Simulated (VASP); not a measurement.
```
CELL_PARAMETERS angstrom
      2.96820     0.00000     0.00000
      0.00000     2.96820     0.00000
      0.00000     0.00000     2.96820
ATOMIC_POSITIONS crystal
  Al 0.50000 0.50000 0.50000
  Fe 0.00000 0.00000 0.00000
```

Calculation: PBE GGA, VASP's PBE PAW potentials (set 64) (plane waves; VASP 6.6.1). Numerical set-up: 400 eV cut-off, 11×11×11 Γ-centred mesh, first-order Methfessel-Paxton smearing of 0.10 eV, potentials Al Fe.

What does the run give for the energy per atom (σ→0), pressure, band gap (on the k-mesh) with the smallest direct gap where there is one?

```
Property                                                    Result
------------------------  ----------------------------------------
band gap (on the k-mesh)  none (metal, semimetal or under 0.01 eV)
energy per atom (σ→0)                               -6.240 eV/atom
pressure                                                -15.10 GPa
```

The compound is FeAl in the CsCl type structure. The cell was not relaxed at this level. The run is not spin-polarised, so no magnetic state was tried. The electron count is odd and the run is not spin-polarised, which forces a metal.
